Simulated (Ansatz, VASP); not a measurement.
# Cross-check of Si2Ni (NiSi2 strained to the junction's net) between VASP and Ansatz

One calculation is typed for both programs; each brings its own data sets. How far apart do they land? The cell is generated by rule, not measured, and may not be a known phase. Of the first pair: The structure shown is the start of the Ansatz relaxation below; VASP solves that cell, so the two are compared at the walk's first step.

Method: plane waves, with VASP 6.6.1 beside it; PBE, in Ansatz 0.2.0.

## Step 1: The structure

It takes space group R-3m (No. 166, trigonal). Conventional cell: a = 3.861 Å, b = 3.861 Å, c = 9.368 Å, α = 90.00°, β = 90.00°, γ = 120.00°. Nearest to Si lie 4 Ni at 2.34 to 2.36 Å. Ni has 8 Si at 2.34 to 2.36 Å nearest. Farther neighbours are not listed.

As a file:

```cif
data_structure
_symmetry_space_group_name_H-M 'P 1'
_symmetry_Int_Tables_number 1
_cell_length_a 3.8610
_cell_length_b 3.8610
_cell_length_c 9.3683
_cell_angle_alpha 90.000
_cell_angle_beta 90.000
_cell_angle_gamma 120.000
_cell_volume 120.95
loop_
_atom_site_label
_atom_site_type_symbol
_atom_site_fract_x
_atom_site_fract_y
_atom_site_fract_z
_atom_site_occupancy
Si1 Si 0.00000 0.00000 0.00000 1
Si2 Si 0.66667 0.33333 0.16667 1
Si3 Si 0.33333 0.66667 0.33333 1
Si4 Si 0.00000 0.00000 0.50000 1
Si5 Si 0.66667 0.33333 0.66667 1
Si6 Si 0.33333 0.66667 0.83333 1
Ni7 Ni 0.33333 0.66667 0.08333 1
Ni8 Ni 0.66667 0.33333 0.41667 1
Ni9 Ni 0.00000 0.00000 0.75000 1
```

## Step 2: Ansatz: relaxation, PBE

Ansatz runs on its default PAW (the set named soft_2) files.

The two programs are compared at the cell with which this relaxation starts, whose forces are those of its first step.

Input file input.yaml:

```yaml
crystal:
  lattice:
    - [3.861, 0.0, 0.0]
    - [-1.9305, 3.343724084, 0.0]
    - [0.0, 0.0, 9.3683250768]
  atoms:
    - { symbol: Si, position: [0.0, 0.0, 0.0] }
    - { symbol: Ni, position: [0.3333333333, 0.6666666667, 0.0833333333] }
    - { symbol: Si, position: [0.6666666667, 0.3333333333, 0.1666666667] }
    - { symbol: Si, position: [0.3333333333, 0.6666666667, 0.3333333333] }
    - { symbol: Ni, position: [0.6666666667, 0.3333333333, 0.4166666667] }
    - { symbol: Si, position: [0.0, 0.0, 0.5] }
    - { symbol: Si, position: [0.6666666667, 0.3333333333, 0.6666666667] }
    - { symbol: Ni, position: [0.0, 0.0, 0.75] }
    - { symbol: Si, position: [0.3333333333, 0.6666666667, 0.8333333333] }
kpoints:
  mp_grid: { grid: [12, 12, 3] }
scf:
  occupations: { method: fermi_dirac, width: 0.1 }
  max_iter: 150
hamiltonian:
  xc: pbe
relax:
  f_tol: 0.01
  max_steps: 40
  cell: { fix: [a, b, angles] }
```

Launch:

```console
ansatz run input.yaml --threads 8 --pin off --max-ram 24576MiB --backend cpu --events-out ev --progress --plain --runs-dir out
```

Numbers of over 12 decimals in the logs are rounded to 6 here.

The program printed:

```text
Engine: ansatz 0.2.0, aarch64-unknown-linux-gnu
Pseudopotentials: kind: paw
Pseudopotential: Si, paw, valence charge 4, recommended cutoff 420 eV (normal), Si.paw.azcp
Pseudopotential: Ni, paw, valence charge 18, recommended cutoff 420 eV (normal), Ni.paw.azcp
Functional definition: PBE
  parameter kappa = 0.804
  parameter beta = 0.066725
  exchange = pbe_x(kappa = kappa, mu = beta*pi^2/3)
  correlation = pbe_c(beta = beta)
Crystal: 9 atoms, lattice volume = 120.946 Å³
Basis set: ecut = 420 eV, 2347 PW (Γ), exchange–correlation on 54×54×128 points (8 copies of the dense FFT grid, shifted against one another)
Bands: 48, of which v1, the nominal top of the filled ones, is band 39 counted from 1 (38 counted from 0)
Symmetry: 36 space group operations
Space group: R-3m (ITA 166), of the structure as read, at distance tolerance 4.9e-5 Å
k-points: 50 of 432
Non-local potential: Si, projectors of the file, l = 0: 2, l = 1: 2, l = 2: 2
Non-local potential: Ni, projectors of the file, l = 0: 3, l = 1: 2, l = 2: 3, l = 3: 1
PAW form: soft (Blöchl's): semilocal exchange-correlation on the pseudo side does not see the compensation charge
PAW one-centre angular grid: Si, 110 points (default); XC on 64 Gauss nodes
PAW one-centre angular grid: Ni, 590 points (default); XC on 64 Gauss nodes
Initial density: superposition of atomic densities (neutral atoms: chi_scale 0, normalization atom), corrected by the library's trained network
Initial wavefunctions: pseudopotential atomic-orbital guess
Functional: x = pbe(κ = 0.804, μ = 0.219515), c = pbe(β = 0.066725)
SCF iter   1: F=—  HF=-21337.244444 eV  |F-HF|=—  |Δ(HF+E_count)|=         —  Δρ=1.02e-2  dr2=9.01e-2  ethr=1.77e-3  ⟨swp⟩=7.7  Hψ=10263  notcnv=0  defer=2
preconditioner: auto → Kerker (q_TF=auto, 2.536 Å⁻¹)  [metal: Δε(μ)=0.016 eV  Ē_g=7.286 eV  σ=0.100 eV  W_gap=0.04  n_scr=36 (ndim 8)  ℏωp=24.8 eV  f_vac=0.000  D(μ)=2.86/eV (n_scr^D=24)]
SCF iter   2: F=—  HF=-21337.236160 eV  |F-HF|=—  |Δ(HF+E_count)|=   8.28e-3  Δρ=4.21e-3  dr2=1.85e-2  ethr=1.15e-4  ⟨swp⟩=2.0  Hψ=2987  notcnv=0  defer=3
SCF iter   3: F=—  HF=-21337.234218 eV  |F-HF|=—  |Δ(HF+E_count)|=   1.94e-3  Δρ=5.50e-4  dr2=2.47e-4  ethr=2.37e-5  ⟨swp⟩=1.4  Hψ=2582  notcnv=0  defer=5
SCF iter   4: F=—  HF=-21337.234362 eV  |F-HF|=—  |Δ(HF+E_count)|=   1.44e-4  Δρ=1.92e-4  dr2=6.08e-5  ethr=3.16e-7  ⟨swp⟩=2.0  Hψ=4325  notcnv=0  defer=5
SCF iter   5: F=—  HF=-21337.234359 eV  |F-HF|=—  |Δ(HF+E_count)|=   3.05e-6  Δρ=2.21e-4  dr2=4.07e-5  ethr=7.79e-8  ⟨swp⟩=2.0  Hψ=3720  notcnv=0  defer=5
SCF iter   6: F=—  HF=-21337.234361 eV  |F-HF|=—  |Δ(HF+E_count)|=   2.01e-6  Δρ=5.13e-5  dr2=3.91e-6  ethr=5.22e-8  ⟨swp⟩=2.3  Hψ=3405  notcnv=0  defer=5
SCF iter   7: F=—  HF=-21337.234363 eV  |F-HF|=—  |Δ(HF+E_count)|=   1.93e-6  Δρ=1.18e-5  dr2=2.28e-7  ethr=5.01e-9  ⟨swp⟩=2.0  Hψ=3598  notcnv=0  defer=5
SCF iter   8: F=-21337.234363 eV  HF=-21337.234363 eV  |F-HF|=2.84e-9  |Δ(HF+E_count)|=   1.47e-7  Δρ=2.60e-6  dr2=1.19e-8  ethr=1.28e-10  ⟨swp⟩=4.0  Hψ=8418  notcnv=0
SCF 1 converged in 8 iterations: F = -21337.234363 eV  dr2 = 1.19e-8
  greatest PAW one-centre occupation: 1.000 electrons in one spin orbital (limit 2), on the Ni atom at site 7 (counted from 0), in its partial waves of l = 1
relax step   1: F+E_penalty+E_count = -21337.23436286 eV  Δ(F+E_penalty+E_count) = +0.000e0 eV  max|allowed force component| = 4.164e-2 eV/Å  Δτ_max = 0.0000 Å  P = +0.133 GPa  Ω = 120.946 Å³  fix = [a, b, alpha, beta, gamma]  reactions: a -1.021, b -1.021 GPa  (8 SCF iters, dr2 threshold 1.00e-7 eV, accepted)
[...]
relax step   2: F+E_penalty+E_count = -21337.24016253 eV  Δ(F+E_penalty+E_count) = -5.800e-3 eV  max|allowed force component| = 2.516e-2 eV/Å  Δτ_max = 0.0023 Å  P = -0.544 GPa  Ω = 121.514 Å³  energy of the carried Pulay correction = -1.514e-4 eV  fix = [a, b, alpha, beta, gamma]  reactions: a -1.407, b -1.407 GPa  (6 SCF iters, dr2 threshold 9.00e-7 eV, accepted)
[...]
relax step   3: F+E_penalty+E_count = -21337.24183281 eV  Δ(F+E_penalty+E_count) = -1.670e-3 eV  max|allowed force component| = 5.336e-3 eV/Å  Δτ_max = 0.0013 Å  P = -1.130 GPa  Ω = 122.020 Å³  energy of the carried Pulay correction = -2.858e-4 eV  fix = [a, b, alpha, beta, gamma]  reactions: a -1.717, b -1.717 GPa  (6 SCF iters, dr2 threshold 9.00e-7 eV, accepted)
[...]
relax step   4: F+E_penalty+E_count = -21337.24213058 eV  Δ(F+E_penalty+E_count) = -2.978e-4 eV  max|allowed force component| = 5.290e-3 eV/Å  Δτ_max = 0.0000 Å  P = -1.129 GPa  Ω = 122.020 Å³  fix = [a, b, alpha, beta, gamma]  reactions: a -1.717, b -1.717 GPa  stress off target by 4.80e-2 GPa on what of the cell is left free  SCF on the basis re-selected at this cell (its energy is not comparable with the rows above)  (6 SCF iters)
basis re-selected at this cell: Δ(F+E_penalty+E_count) = -2.978e-4 eV, ΔP = +0.001 GPa vs the last step (what re-selecting the basis moved, of the pressure what is left beyond the Pulay correction that the steps carried, after the strain that the cell walked since its last selection, with what the two solves' SCF thresholds leave and, on support functions, any second-order correction that the steps lacked; it is no m [...]
SCF converged after 6 iterations
Free energy (F): -21337.242131 eV
Harris-Foulkes:  -21337.242131 eV  (|F-HF|=0.00e0)
Internal energy: -21337.150784 eV  (E = F + TS)
E sigma→0 (E₀):  -21337.196458 eV
Entropy (-TS):   -0.091346 eV (-10.150 meV/atom)
Fermi energy:    12.723930 eV
--- Per-component energies (eV) ---
  E_band       = -1061.507294
  E_kinetic    = 1106.141924
  E_local      = -14832.672428  (includes V_loc(G=0)·N_el)
  E_nonlocal   = 2039.004564
  E_hartree    = 6410.376754
  E_xc         = -595.745052
  E_vxc        = -622.686633  (∫ρ·V_xc dr)
  E_paw        = -7954.523428  (= ΣΔE_a)
  E_vpaw       = -1572.049413  (= ΣTr[D̂ρ^β])
  E_aug_tail   = 0.001437  (compensation charges beyond the density's cutoff)
  E_ewald      = -7509.734555
  E_smearing   = -0.091346  (= −TS)
  E_closure    = 0.000000  (closes the sum)
  Σ components = -21337.242131   (vs F -21337.242131, Δ=0.00e0)
--- Forces (eV/Å), atoms counted from 1 ---
  atom   1  Si     0.00000000     0.00000000     0.00529047
  atom   2  Ni     0.00000000     0.00000000     0.00000000
  atom   3  Si     0.00000000    -0.00000000    -0.00529047
  atom   4  Si     0.00000000     0.00000000     0.00529047
  atom   5  Ni     0.00000000     0.00000000     0.00000000
  atom   6  Si     0.00000000    -0.00000000    -0.00529047
  atom   7  Si     0.00000000     0.00000000     0.00529047
  atom   8  Ni    -0.00000000    -0.00000000     0.00000000
  atom   9  Si    -0.00000000    -0.00000000    -0.00529047
  max |Σ_I F_I| component: 1.36e-16 eV/Å
--- Stress (GPa, compression-positive) ---
       -1.717401      -0.000000      -0.000000
       -0.000000      -1.717401      -0.000000
        0.000000       0.000000       0.048012
  P = ⅓ Tr σ = -1.1289 GPa (-11.289 kbar)
--- Relaxed structure (3 steps of the walk, 3 accepted, 1 SCFs on fresh bases) ---
  F+E_penalty+E_count = -21337.24213058 eV   max|allowed force component| = 5.290e-3 eV/Å   (the final SCF, on the basis selected at the relaxed cell)
  cell:  # Å, volume = 122.0199 Å³
    - [3.861000, 0, 0]
    - [-1.930500, 3.343724, 0]
    - [0, 0, 9.451491]
  atoms:
    - { symbol: Si, position: [-1.200994287002907e-19, 0, -0.000386099] }
    - { symbol: Ni, position: [0.333333, 0.666667, 0.083333] }
    - { symbol: Si, position: [0.666667, 0.333333, 0.167053] }
    - { symbol: Si, position: [0.333333, 0.666667, 0.332947] }
    - { symbol: Ni, position: [0.666667, 0.333333, 0.416667] }
    - { symbol: Si, position: [1.2009942870029057e-19, 0, 0.500386] }
    - { symbol: Si, position: [0.666667, 0.333333, 0.666281] }
    - { symbol: Ni, position: [0, 0, 0.750000] }
    - { symbol: Si, position: [0.333333, 0.666667, 0.833719] }
```

## Step 3: VASP: single point, PBE, start cell, pair 1

The same cell, functional, mesh and smearing now go to VASP, with its own data sets.

Lines of VASP's logs that name or quote its potential files are left out, and so is its time.

Input file INCAR:

```
SYSTEM = Si2Ni
PREC = Accurate
ENCUT = 520
EDIFF = 1E-06
NELM = 120
ISMEAR = -1
SIGMA = 0.1
LREAL = .FALSE.
ALGO = Normal
GGA = PE
NBANDS = 36
LASPH = .TRUE.
LORBIT = 11
LWAVE = .FALSE.
LCHARG = .FALSE.
ISIF = 2
GGA_COMPAT = .FALSE.
KPAR = 2
```

Input file POSCAR:

```
Si2Ni
1.0
    3.8610000000      0.0000000000      0.0000000000
   -1.9305000000      3.3437240000      0.0000000000
    0.0000000000      0.0000000000      9.3683250000
Si Ni
6 3
Direct
    0.0000000000      0.0000000000      0.0000000000
    0.6666666667      0.3333333333      0.1666667201
    0.3333333333      0.6666666667      0.3333333334
    0.0000000000      0.0000000000      0.5000000534
    0.6666666667      0.3333333333      0.6666666667
    0.3333333333      0.6666666667      0.8333333867
    0.3333333333      0.6666666667      0.0833333600
    0.6666666667      0.3333333333      0.4166666934
    0.0000000000      0.0000000000      0.7500000267
```

Input file KPOINTS:

```
Automatic mesh
0
Gamma
12 12 3
0 0 0
```

The projector-augmented-wave data sets are Si and Ni (PBE family, release 64).

Launch:

```console
mpirun -np 2 vasp_std
```

The program printed:

```text
[banner, memory and clock lines left out]
running    2 mpi-ranks, on    1 nodes
 distrk:  each k-point on    1 cores,    2 groups
 distr:  one band on    1 cores,    1 groups

 POSCAR found type information on POSCAR SiNi
 POSCAR found :  2 types and       9 ions
 LDA part: xc-table for (Slater+PW92), standard interpolation
 POSCAR, INCAR and KPOINTS ok, starting setup
 FFT: planning ... GRIDC
 FFT: planning ... GRID_SOFT
 FFT: planning ... GRID
 WAVECAR not read
 entering main loop
       N       E                     dE             d eps       ncg     rms          rms(c)
DAV:   1     0.332951275408E+03    0.33295E+03   -0.22794E+04  3600   0.157E+03
DAV:   2    -0.280025417221E+02   -0.36095E+03   -0.34761E+03  3608   0.345E+02
DAV:   3    -0.569988873089E+02   -0.28996E+02   -0.27905E+02  4300   0.110E+02
DAV:   4    -0.581387406465E+02   -0.11399E+01   -0.11290E+01  4420   0.202E+01
DAV:   5    -0.581762803985E+02   -0.37540E-01   -0.37501E-01  4692   0.370E+00    0.280E+01
DAV:   6    -0.721213618599E+02   -0.13945E+02   -0.17702E+02  4560   0.198E+02    0.441E+01
DAV:   7    -0.532258113907E+02    0.18896E+02   -0.44190E+01  4356   0.114E+02    0.109E+01
DAV:   8    -0.523703041465E+02    0.85551E+00   -0.15333E+01  5408   0.492E+01    0.656E+00
DAV:   9    -0.521312685673E+02    0.23904E+00   -0.22184E+00  5056   0.182E+01    0.163E+00
DAV:  10    -0.521334425463E+02   -0.21740E-02   -0.48192E-02  4664   0.213E+00    0.961E-01
DAV:  11    -0.521307443806E+02    0.26982E-02   -0.98759E-03  4052   0.452E-01    0.467E-01
DAV:  12    -0.521303871216E+02    0.35726E-03   -0.32862E-03  4696   0.820E-01    0.185E-01
DAV:  13    -0.521303207676E+02    0.66354E-04   -0.57628E-04  4572   0.385E-01    0.290E-02
DAV:  14    -0.521303243068E+02   -0.35392E-05   -0.63787E-05  4800   0.851E-02    0.260E-02
DAV:  15    -0.521303249398E+02   -0.63297E-06   -0.45178E-06  4040   0.130E-02
   1 F= -.52130325E+02 E0= -.52083650E+02  d E =-.933506E-01
```

[end of part 1 of 2]

[Lines on the potential files, build, host, timing and source positions are cut from VASP's logs without a mark.]

[Logs are printed without paths, hosts, clocks, repeated set-up lines and the standing remarks that a program may print on its own settings, such as how far it seeks lower states.]

[Hosts, paths, dates, database ids (printed as entryN), source tags and the programs' standing remarks are cut or masked in the printed files.]
